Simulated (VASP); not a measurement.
## A VASP study of LaBi (LDA): structure first, properties next

What structure and properties does LDA give LaBi, and how near are they to the measured ones? The steps: full relaxation (LDA), second relaxation, density, ELF and potential (LDA), band structure (LDA), total and projected DOS (LDA), volume scan with LDA, fit for LDA and band structure (LDA + SOC). The start is a computed cell from the Materials Project.

Program: VASP 6.6.1. Level of theory: LDA; plane waves and PAW (La, Bi_d), in the first sound run; inputs show where later runs differ. Results are calculated unless marked as measured.

Experimental background.

For LaBi, rock salt (B1) (powder from In-flux crystals, neon medium), “Tuning the electronic and the crystalline structure of LaBi by pressure” (2016, arxiv:1607.03560) gives, by high-pressure synchrotron XRD: bulk modulus (Birch-Murnaghan fit, reference pressure 0) 52 ± 1 GPa [Birch-Murnaghan fit with P0 and V0 held fixed].

## 1. The starting structure

Before any relaxation, the start is as follows. It takes space group Fm-3m (No. 225, cubic). The conventional cell has a = 6.663 Å, b = 6.663 Å, c = 6.663 Å, α = 90.00°, β = 90.00°, γ = 90.00°. La has 6 Bi at 3.33 Å nearest. Nearest to Bi lie 6 La at 3.33 Å. Farther neighbours are not listed.

Structure file:

```xyz
2
Lattice="0.0000 3.3316 3.3316 3.3316 0.0000 3.3316 3.3316 3.3316 0.0000" Properties=species:S:1:pos:R:3 pbc="T T T"
La    3.3316    3.3316    3.3316
Bi    0.0000    0.0000    0.0000
```

## 2. Full relaxation (LDA)

The start need not lie at this functional's minimum. ISIF = 3 frees volume, shape and positions, and EDIFFG sets the threshold on forces and stress at which the search stops. LDA, the lowest rung, knows the local density alone.

The input, INCAR:

```
SYSTEM = LaBi
PREC = Accurate
ENCUT = 400
EDIFF = 1E-06
NELM = 100
ISMEAR = 1
SIGMA = 0.2
LREAL = .FALSE.
ALGO = Normal
GGA = CA
NBANDS = 19
LASPH = .TRUE.
LORBIT = 11
LWAVE = .FALSE.
LCHARG = .FALSE.
KPAR = 2
IBRION = 2
NSW = 60
ISIF = 3
EDIFFG = -0.01
```

The input, POSCAR:

```
LaBi
1.0
    0.0000000000      3.3315977332      3.3315977332
    3.3315977332      0.0000000000      3.3315977332
    3.3315977332      3.3315977332      0.0000000000
La Bi
1 1
Direct
    0.5000000000      0.5000000000      0.5000000000
    0.0000000000      0.0000000000      0.0000000000
```

The input, KPOINTS:

```
Automatic mesh
0
Gamma
7 7 7
0 0 0
```

PAW data sets: La and Bi_d (LDA family, release 64).

Launch:

```console
$ mpirun -np 2 vasp_std
```

The log of the run:

```text
[banner, memory and clock lines left out]
running    2 mpi-ranks, on    1 nodes
 distrk:  each k-point on    1 cores,    2 groups
 distr:  one band on    1 cores,    1 groups

 POSCAR found type information on POSCAR LaBi
 POSCAR found :  2 types and       2 ions
 LDA part: xc-table for (Slater(with rela. corr.)+CA(PZ))
 , standard interpolation
 POSCAR, INCAR and KPOINTS ok, starting setup
 FFT: planning ... GRIDC
 FFT: planning ... GRID_SOFT
 FFT: planning ... GRID
 WAVECAR not read
 entering main loop
       N       E                     dE             d eps       ncg     rms          rms(c)
DAV:   1     0.257383033009E+03    0.25738E+03   -0.10055E+04   768   0.157E+03
DAV:   2     0.185979676598E+02   -0.23879E+03   -0.23349E+03   912   0.353E+02
DAV:   3    -0.977740099439E+01   -0.28375E+02   -0.27397E+02   947   0.152E+02
DAV:   4    -0.121790067405E+02   -0.24016E+01   -0.23058E+01  1424   0.356E+01
DAV:   5    -0.123190702909E+02   -0.14006E+00   -0.14003E+00  1173   0.608E+00    0.288E+00
DAV:   6    -0.122612078952E+02    0.57862E-01   -0.34463E-01  1501   0.306E+00    0.151E+00
DAV:   7    -0.122337726514E+02    0.27435E-01   -0.65831E-02  1200   0.249E+00    0.468E-01
DAV:   8    -0.122334812610E+02    0.29139E-03   -0.36393E-03  1290   0.525E-01    0.214E-01
DAV:   9    -0.122333698861E+02    0.11137E-03   -0.12957E-03  1184   0.295E-01    0.263E-02
DAV:  10    -0.122333646012E+02    0.52849E-05   -0.13453E-04  1336   0.982E-02    0.102E-02
DAV:  11    -0.122333671500E+02   -0.25488E-05   -0.13520E-05  1224   0.249E-02    0.395E-03
DAV:  12    -0.122333674120E+02   -0.26198E-06   -0.20758E-06   861   0.103E-02
   1 F= -.12233367E+02 E0= -.12233883E+02  d E =-.122334E+02
 curvature:   0.00 expect dE= 0.000E+00 dE for cont linesearch  0.000E+00
 trial: gam= 0.00000 g(F)=  0.575E-59 g(S)=  0.195E+00 ort = 0.000E+00 (trialstep = 0.100E+01)
 search vector abs. value=  0.195E+00
 bond charge predicted
       N       E                     dE             d eps       ncg     rms          rms(c)
DAV:   1    -0.162397425515E+02   -0.40064E+01   -0.10687E+02  1038   0.118E+02    0.104E+01
DAV:   2    -0.128031818583E+02    0.34366E+01   -0.94391E+00  1083   0.513E+01    0.401E+00
DAV:   3    -0.122398535705E+02    0.56333E+00   -0.28938E+00  1129   0.191E+01    0.470E-01
DAV:   4    -0.122560719696E+02   -0.16218E-01   -0.19488E-01  1249   0.415E+00    0.311E-01
DAV:   5    -0.122623546585E+02   -0.62827E-02   -0.35064E-02  1206   0.158E+00    0.156E-01
DAV:   6    -0.122636305021E+02   -0.12758E-02   -0.63849E-03  1447   0.639E-01    0.835E-02
DAV:   7    -0.122636487354E+02   -0.18233E-04   -0.11421E-03  1169   0.296E-01    0.260E-02
DAV:   8    -0.122636260241E+02    0.22711E-04   -0.20474E-04  1274   0.115E-01    0.140E-02
DAV:   9    -0.122636272239E+02   -0.11998E-05   -0.97084E-06  1319   0.249E-02    0.446E-03
DAV:  10    -0.122636263729E+02    0.85100E-06   -0.30682E-06  1032   0.215E-02
   2 F= -.12263626E+02 E0= -.12263938E+02  d E =-.302590E-01
 trial-energy change:   -0.030259  1 .order   -0.022117   -0.194916    0.150681
 step:   0.5980(harm=  0.5640)  dis= 0.00000  next Energy=   -12.293386 (dE=-0.600E-01)
 bond charge predicted
       N       E                     dE             d eps       ncg     rms          rms(c)
DAV:   1    -0.129448199296E+02   -0.68119E+00   -0.19065E+01  1051   0.564E+01    0.419E+00
DAV:   2    -0.123790870845E+02    0.56573E+00   -0.16506E+00  1139   0.178E+01    0.144E+00
DAV:   3    -0.122956149773E+02    0.83472E-01   -0.32275E-01  1110   0.684E+00    0.181E-01
DAV:   4    -0.122940521339E+02    0.15628E-02   -0.13703E-02  1244   0.107E+00    0.107E-01
DAV:   5    -0.122939565502E+02    0.95584E-04   -0.14029E-03  1301   0.260E-01    0.900E-02
DAV:   6    -0.122940026701E+02   -0.46120E-04   -0.75811E-04  1336   0.195E-01    0.195E-02
DAV:   7    -0.122940070113E+02   -0.43413E-05   -0.10235E-04  1276   0.736E-02    0.357E-03
DAV:   8    -0.122940075663E+02   -0.55497E-06   -0.58229E-06  1192   0.205E-02
   3 F= -.12294008E+02 E0= -.12294614E+02  d E =-.606402E-01
 curvature:  -0.28 expect dE=-0.995E-06 dE for cont linesearch -0.995E-06
 trial: gam=-0.00425 g(F)=  0.292E-59 g(S)=  0.355E-05 ort = 0.832E-03 (trialstep = 0.920E+00)
 search vector abs. value=  0.165E-09
 reached required accuracy - stopping structural energy minimisation
```

Elapsed: 36 s, on 2 MPI ranks of Intel Xeon Platinum 8488C (Sapphire Rapids), shared host; peak memory 0.33 GiB.

The logs omit lines about the potential files and the build; timing stands in the text.

From OUTCAR (step 2):

```text
ion  position               nearest neighbor table
   1  0.500  0.500  0.500-   2 3.33   2 3.33   2 3.33   2 3.33   2 3.33   2 3.33
   2  0.000  0.000  0.000-   1 3.33   1 3.33   1 3.33   1 3.33   1 3.33   1 3.33

  LATTYP: Found a face centered cubic cell.
 ALAT       =     6.6631954664

 Subroutine GETGRP returns: Found 48 space group operations
 (whereof 48 operations were pure point group operations)

The static configuration has the point symmetry O_h .

 Found     20 irreducible k-points:

   k-points           NKPTS =     20   k-points in BZ     NKDIM =     20   number of bands    NBANDS=     19

   dimension x,y,z NGX =    32 NGY =   32 NGZ =   32
   dimension x,y,z NGXF=    64 NGYF=   64 NGZF=   64

   ENCUT  =  400.0 eV  29.40 Ry    5.42 a.u.   7.68  7.68  7.68*2*pi/ulx,y,z

   NELECT =      26.0000    total number of electrons

 k-points in reciprocal lattice and weights: Automatic mesh
   0.00000000  0.00000000  0.00000000       0.003
   0.14285714  0.00000000  0.00000000       0.023
   0.28571429  0.00000000  0.00000000       0.023
   0.42857143  0.00000000  0.00000000       0.023
   0.14285714  0.14285714  0.00000000       0.017
   0.28571429  0.14285714  0.00000000       0.070
   0.42857143  0.14285714  0.00000000       0.070
  -0.42857143  0.14285714  0.00000000       0.070
  -0.28571429  0.14285714  0.00000000       0.070
[...]
-0.42857143  0.42857143  0.14285714       0.070
  -0.28571429  0.42857143  0.14285714       0.070

 average (electrostatic) potential at core
       1 -97.0631       2-102.7693

 E-fermi :   6.9124

 k-point     1 :       0.0000    0.0000    0.0000
  band No.  band energies     occupation
    ...
      6     -14.6162      2.00000
      7      -9.1779      2.00000
      8      -9.1779      2.00000
      9      -9.1779      2.00000
     10      -3.5651      2.00000
     11       7.2357     -0.04462
     12       7.2357     -0.04462
     13       7.2357     -0.04462
     14       8.2071     -0.00000
     15       8.2071     -0.00000
    ...

 k-point     2 :       0.1429    0.0000    0.0000
  band No.  band energies     occupation
    ...
      9      -9.1697      2.00000
     10      -3.3623      2.00000
     11       6.1253      2.00000
     12       6.6353      2.06458
     13       6.6353      2.06458
     14       8.2059     -0.00000
     15       8.4055     -0.00000
     16       8.4055     -0.00000
     17       8.8918     -0.00000
     18       9.0207     -0.00000
    ...

 k-point     3 :       0.2857    0.0000    0.0000
  band No.  band energies     occupation
    ...
      9      -9.1512      2.00000
     10      -2.8893      2.00000
     11       4.6518      2.00000
     12       5.8203      2.00000
     13       5.8203      2.00000
     14       8.3182     -0.00000
     15       8.7129     -0.00000
     16       8.7129     -0.00000
     17       9.0213     -0.00000
     18       9.0214     -0.00000
    ...

  Total       -0.0070042     -0.0070042     -0.0070042     -0.0000000     -0.0000000      0.0000000
  in kB       -0.1630395     -0.1630395     -0.1630395     -0.0000000     -0.0000000      0.0000000
  external PRESSURE =      -0.1630395 kB  Pullay stress =       0.0000000 kB

  energy-cutoff  :      400.00
  volume of cell :       68.83
      direct lattice vectors                 reciprocal lattice vectors
     0.000000000  3.252729636  3.252729636    -0.153717049  0.153717049  0.153717049
     3.252729636  0.000000000  3.252729636     0.153717049 -0.153717049  0.153717049
     3.252729636  3.252729636  0.000000000     0.153717049  0.153717049 -0.153717049

 POSITION                                       TOTAL-FORCE (eV/Angst)
 -----------------------------------------------------------------------------------
      3.25273      3.25273      3.25273         0.000000     -0.000000      0.000000
      0.00000      0.00000      0.00000        -0.000000      0.000000     -0.000000
 -----------------------------------------------------------------------------------
    total drift:                                0.000000     -0.000000     -0.000000

  FREE ENERGIE OF THE ION-ELECTRON SYSTEM (eV)
  ---------------------------------------------------
  free  energy   TOTEN  =       -12.2940075663 eV

  energy  without entropy=      -12.2958278529  energy(sigma->0) =      -12.29461433

 reached required accuracy - stopping structural energy minimisation

 total charge
# of ion       s       p       d       f       tot
--------------------------------------------------
    1        2.031   5.635   0.719   0.137   8.522
    2        1.442   1.753   9.879   0.000  13.074
--------------------------------------------------
tot          3.472   7.389  10.598   0.137  21.596

[... 3 further parts left out ...]
```

CONTCAR:

```
LaBi
   1.00000000000000
     0.0000000000000000    3.2527296356631772    3.2527296356631772
     3.2527296356631772    0.0000000000000000    3.2527296356631772
     3.2527296356631772    3.2527296356631772    0.0000000000000000
  La              Bi
     1     1
Direct
     0.5000000000000000    0.5000000000000000    0.5000000000000000
     0.0000000000000000    0.0000000000000000    0.0000000000000000
```

The k-mesh is coarse for a metal. The run keeps the 48 symmetry operations of its start, so it cannot find a distortion of lower symmetry.

Relaxation path:

```
step  energy less that of the first step (eV)  largest force (eV/Å)  pressure (GPa)  volume (Å³)
   1                                   0.0000                0.0000           -3.56        73.96
   2                                  -0.0303                0.0000            3.10        65.52
   3                                  -0.0606                0.0000           -0.02        68.83
```

```
conventional cell, symmetrised  before  after  change
                         a (Å)   6.663  6.505  -2.4 %
                         b (Å)   6.663  6.505  -2.4 %
                         c (Å)   6.663  6.505  -2.4 %
              volume (Å³/atom)   36.98  34.41  -6.9 %
```

Final coordinates:

```xyz
2
Lattice="0.0000 3.2527 3.2527 3.2527 0.0000 3.2527 3.2527 3.2527 0.0000" Properties=species:S:1:pos:R:3 pbc="T T T"
La    3.2527    3.2527    3.2527
Bi    0.0000    0.0000    0.0000
```

This step gave:

- electrons: 26
- bands: 19
- irreducible k-points: 20
- symmetry operations: 48
- free energy (TOTEN): -12.29 eV
- energy at zero smearing: -12.29 eV
- Fermi energy: 6.912 eV
- pressure: -0.01630 GPa
- metallic: yes
- SCF cycles over all ionic steps: 30

It ends with forces that vanish by symmetry and a pressure of -0.02 GPa.

## 3. Second relaxation

The basis stayed that of the start cell while the cell moved. A rerun from the cell reached resets it; the error of the finite cutoff stays.

INCAR is that of step 2.

The input, POSCAR:

```
LaBi
1.0
    0.0000000000      3.2527296357      3.2527296357
    3.2527296357      0.0000000000      3.2527296357
    3.2527296357      3.2527296357      0.0000000000
La Bi
1 1
Direct
    0.5000000000      0.5000000000      0.5000000000
    0.0000000000      0.0000000000      0.0000000000
```

KPOINTS is that of step 2.

Launch:

```console
$ mpirun -np 2 vasp_std
```

The log of the run:

```text
[... set-up lines as in an earlier step ...]
 entering main loop
       N       E                     dE             d eps       ncg     rms          rms(c)
DAV:   1     0.254931238847E+03    0.25493E+03   -0.98491E+03   768   0.159E+03
DAV:   2     0.191977512705E+02   -0.23573E+03   -0.22918E+03   904   0.352E+02
DAV:   3    -0.937402006020E+01   -0.28572E+02   -0.27631E+02  1009   0.155E+02
DAV:   4    -0.122458305938E+02   -0.28718E+01   -0.25576E+01  1425   0.358E+01
DAV:   5    -0.123764834060E+02   -0.13065E+00   -0.13062E+00  1112   0.590E+00    0.307E+00
DAV:   6    -0.123228308301E+02    0.53653E-01   -0.30604E-01  1495   0.339E+00    0.165E+00
DAV:   7    -0.122931577131E+02    0.29673E-01   -0.64269E-02  1205   0.262E+00    0.424E-01
DAV:   8    -0.122928661754E+02    0.29154E-03   -0.27142E-03  1309   0.430E-01    0.204E-01
DAV:   9    -0.122927212011E+02    0.14497E-03   -0.93558E-04  1192   0.273E-01    0.201E-02
DAV:  10    -0.122927256256E+02   -0.44245E-05   -0.90423E-05  1384   0.777E-02    0.122E-02
DAV:  11    -0.122927277147E+02   -0.20891E-05   -0.13781E-05  1200   0.251E-02    0.410E-03
DAV:  12    -0.122927277617E+02   -0.47008E-07   -0.11658E-06   794   0.755E-03
   1 F= -.12292728E+02 E0= -.12293335E+02  d E =-.122927E+02
 curvature:   0.00 expect dE= 0.000E+00 dE for cont linesearch  0.000E+00
 trial: gam= 0.00000 g(F)=  0.473E-60 g(S)=  0.769E-04 ort = 0.000E+00 (trialstep = 0.100E+01)
 search vector abs. value=  0.769E-04
 bond charge predicted
       N       E                     dE             d eps       ncg     rms          rms(c)
DAV:   1    -0.122942119865E+02   -0.14843E-02   -0.42527E-02  1134   0.256E+00    0.196E-01
DAV:   2    -0.122929346987E+02    0.12773E-02   -0.31429E-03  1276   0.777E-01    0.752E-02
DAV:   3    -0.122927192557E+02    0.21544E-03   -0.10253E-03  1170   0.392E-01    0.907E-03
DAV:   4    -0.122927201071E+02   -0.85138E-06   -0.37189E-05  1327   0.558E-02    0.762E-03
DAV:   5    -0.122927201881E+02   -0.80966E-07   -0.92896E-06  1101   0.243E-02
   2 F= -.12292720E+02 E0= -.12293323E+02  d E =0.757361E-05
 trial-energy change:    0.000008  1 .order   -0.000015   -0.000077    0.000048
 step:   0.3684(harm=  0.6179)  dis= 0.00000  next Energy=   -12.292741 (dE=-0.131E-04)
 bond charge predicted
       N       E                     dE             d eps       ncg     rms          rms(c)
DAV:   1    -0.122933285476E+02   -0.60844E-03   -0.16885E-02  1141   0.162E+00    0.124E-01
DAV:   2    -0.122928249590E+02    0.50359E-03   -0.12533E-03  1256   0.480E-01    0.474E-02
DAV:   3    -0.122927410217E+02    0.83937E-04   -0.40117E-04  1170   0.246E-01    0.532E-03
DAV:   4    -0.122927412395E+02   -0.21774E-06   -0.12899E-05  1198   0.342E-02    0.431E-03
DAV:   5    -0.122927411735E+02    0.65991E-07   -0.43932E-06   985   0.181E-02
   3 F= -.12292741E+02 E0= -.12293347E+02  d E =-.134118E-04
 curvature:  -0.18 expect dE=-0.211E-06 dE for cont linesearch -0.211E-06
 trial: gam=-0.10886 g(F)=  0.470E-60 g(S)=  0.119E-05 ort = 0.956E-05 (trialstep = 0.874E+00)
 search vector abs. value=  0.185E-07
 reached required accuracy - stopping structural energy minimisation
```

Run time: 28 s. Hardware: 2 MPI ranks; peak memory 0.32 GiB.

From OUTCAR (step 3):

```text
  LATTYP: Found a face centered cubic cell.
 ALAT       =     6.5054592714

The static configuration has the point symmetry O_h .

 Found     20 irreducible k-points:

   dimension x,y,z NGX =    30 NGY =   30 NGZ =   30
   dimension x,y,z NGXF=    60 NGYF=   60 NGZF=   60

   ENCUT  =  400.0 eV  29.40 Ry    5.42 a.u.   7.50  7.50  7.50*2*pi/ulx,y,z

   NELECT =      26.0000    total number of electrons

 E-fermi :   6.9212

 k-point     1 :       0.0000    0.0000    0.0000
  band No.  band energies     occupation
    ...
      6     -14.6074      2.00000
      7      -9.1668      2.00000
      8      -9.1668      2.00000
      9      -9.1668      2.00000
     10      -3.5585      2.00000
     11       7.2451     -0.04434
     12       7.2451     -0.04434
     13       7.2451     -0.04434
     14       8.2161     -0.00000
     15       8.2161     -0.00000
    ...

 k-point     2 :       0.1429    0.0000    0.0000
  band No.  band energies     occupation
    ...
      9      -9.1586      2.00000
     10      -3.3552      2.00000
     11       6.1340      2.00000
     12       6.6439      2.06453
     13       6.6439      2.06453
     14       8.2152     -0.00000
     15       8.4148     -0.00000
     16       8.4148     -0.00000
     17       8.9030     -0.00000
     18       9.0321     -0.00000
    ...

  Total       -0.0040531     -0.0040531     -0.0040531      0.0000000      0.0000000     -0.0000000
  in kB       -0.0944285     -0.0944285     -0.0944285      0.0000000      0.0000000     -0.0000000
  external PRESSURE =      -0.0944285 kB  Pullay stress =       0.0000000 kB

  energy-cutoff  :      400.00
  volume of cell :       68.77
      direct lattice vectors                 reciprocal lattice vectors
    -0.000000000  3.251787210  3.251787210    -0.153761599  0.153761599  0.153761599
     3.251787210  0.000000000  3.251787210     0.153761599 -0.153761599  0.153761599
     3.251787210  3.251787210  0.000000000     0.153761599  0.153761599 -0.153761599

 POSITION                                       TOTAL-FORCE (eV/Angst)
 -----------------------------------------------------------------------------------
      3.25179      3.25179      3.25179         0.000000     -0.000000      0.000000
     -0.00000      0.00000      0.00000        -0.000000      0.000000     -0.000000
 -----------------------------------------------------------------------------------
    total drift:                               -0.000000      0.000000      0.000000

  FREE ENERGIE OF THE ION-ELECTRON SYSTEM (eV)
  ---------------------------------------------------
  free  energy   TOTEN  =       -12.2927411735 eV

  energy  without entropy=      -12.2945576962  energy(sigma->0) =      -12.29334668

 total charge
# of ion       s       p       d       f       tot
--------------------------------------------------
    1        2.031   5.635   0.720   0.137   8.523
    2        1.442   1.754   9.879   0.000  13.075
--------------------------------------------------
tot          3.472   7.389  10.599   0.137  21.598

[... 4 parts as in an earlier step ...]

[... 6 further parts left out ...]
```

CONTCAR:

```
LaBi
   1.00000000000000
    -0.0000000000000000    3.2517872099280791    3.2517872099280791
     3.2517872099280791    0.0000000000000000    3.2517872099280791
     3.2517872099280791    3.2517872099280791    0.0000000000000000
  La              Bi
     1     1
Direct
     0.5000000000000000    0.5000000000000000    0.5000000000000000
     0.0000000000000000    0.0000000000000000    0.0000000000000000
```

Little changed from the start: no atom moved by 0.005 Å and no cell edge by 0.1 %.

This step gave:

```yaml
fermi_energy: 6.921 eV
pressure: -0.009443 GPa
scf_cycles_over_all_ionic_steps: 22
```

It ends with forces that vanish by symmetry and a pressure of -0.01 GPa. The volume moved by only 0.09 %, so the volume is settled.

(Part 1 of 5 ends here.)

[Lines on the potential files, build, host, timing and source positions are cut from VASP's logs without a mark.]

[Logs are printed without paths, hosts, clocks, repeated set-up lines and the standing remarks that a program may print on its own settings, such as how far it seeks lower states.]

[Hosts, paths, dates, database ids (printed as entryN), source tags and the programs' standing remarks are cut or masked in the printed files.]

[A measured line is paired with the nearest computed mode of its activity, which favours agreement.]
